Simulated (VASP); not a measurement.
Wanted: the native input for a VASP 6.6.1 run.

```
Task                   : relaxation of cell and atoms
Functional             : PBEsol
Dispersion             : D4
Potentials or basis    : VASP PAW PBE potentials, release 64 (Zn, C)
Cutoff                 : 600 eV
k mesh                 : 5 × 5 × 5
Occupations            : fermi-dirac, width 0.05 eV
Spin                   : no spin polarisation
Further INCAR settings : ALGO = Normal; EDIFF = 1e-06; IBRION = 2; EDIFFG = -0.005; NSW = 40; ISIF = 3
```

The structure of Zn6C lies in POSCAR:

```
Zn6C
1.0
   -3.1573100000      3.1573100000      3.1573100000
    3.1573100000     -3.1573100000      3.1573100000
    3.1573100000      3.1573100000     -3.1573100000
Zn C
6 1
Direct
    0.0000000000      0.3204500000      0.3204500000
    0.0000000000      0.6795500000      0.6795500000
    0.3204500000      0.0000000000      0.3204500000
    0.6795500000      0.0000000000      0.6795500000
    0.3204500000      0.3204500000      0.0000000000
    0.6795500000      0.6795500000      0.0000000000
    0.0000000000      0.0000000000      0.0000000000
```

The cell was built by a generator and needn't be a form met in nature.

These files were run (other wordings do the same):

INCAR

```
  PREC = Accurate
  ENCUT = 600
  EDIFF = 1E-6
  ISMEAR = -1
  SIGMA = 0.05
  LREAL = F
  LASPH = T
  NELM = 60
  ALGO = Normal
  ISIF = 3
  LWAVE = F
  LCHARG = F
  GGA = PS
  IVDW = 13
  IBRION = 2
  NSW = 40
  EDIFFG = -0.005
```

KPOINTS

```
regular mesh
0
Gamma
  5 5 5
```

Potentials or basis: VASP PAW PBE potentials, release 64 (Zn, C).

The run is started by

```console
$ cat potpaw_PBE.64/Zn/POTCAR potpaw_PBE.64/C/POTCAR > POTCAR
$ mpirun -np 1 vasp_std > vasp.out
```

It gave:

```yaml
Relaxed_volume: 16.85 Å³/atom
Relaxed_cell: a = 5.352 Å, b = 5.352 Å, c = 5.352 Å, α = 109.47°, β = 109.47°, γ = 109.47°
Space_group_after_relaxing_to_0.05_Å: Im-3m (No. 229)
Energy_gained_by_relaxing: 16.7 meV/atom
Ionic_steps: 6
Pressure_after_relaxing: 0.0 GPa
Band_gap_on_the_k_mesh: none (metal or under the smearing width)
Dispersion_energy_per_atom: -0.151 eV
```

Caveat: the PAW data sets were made with another functional, which shifts forces and pressure a little; pairwise dispersion overbinds metals, which lowers pressure and volume.

Run time: 4.2 min on 1 thread of Intel(R) Xeon(R) Platinum 8488C (Sapphire Rapids) (shared host), peak memory 0.35 GiB.
